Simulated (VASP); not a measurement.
Given:

```
CELL_PARAMETERS angstrom
      0.00000     2.20604     2.20604
      2.20604     0.00000     2.20604
      2.20604     2.20604     0.00000
ATOMIC_POSITIONS crystal
  Ga 0.00000 0.00000 0.00000
  N  0.25000 0.25000 0.25000
```

The numbers are results of vdW-DF-cx, VASP's PBE PAW potentials (set 64) (plane waves; VASP 6.6.1), not measurements. Settings: 520 eV cut-off, 10×10×10 Γ-centred mesh, Gaussian smearing of 0.050 eV, potentials Ga_d N.

**Question.** Estimate the energy per atom (σ→0), pressure, band gap (on the k-mesh) with the smallest direct gap where there is one.

**Answer.** 
```json
{
 "band gap (on the k-mesh)": "2.13 eV",
 "smallest direct gap (on the k-mesh)": "2.13 eV",
 "energy per atom (σ→0)": "-3.882 eV/atom",
 "pressure": "13.30 GPa"
}
```

Total energies compare only between runs with the same potentials, cut-off and functional.

The compound is GaN in the zinc blende structure, a metastable form; wurtzite is the usual one. This cell is one point of a volume scan, at 0.94 of the reference volume.
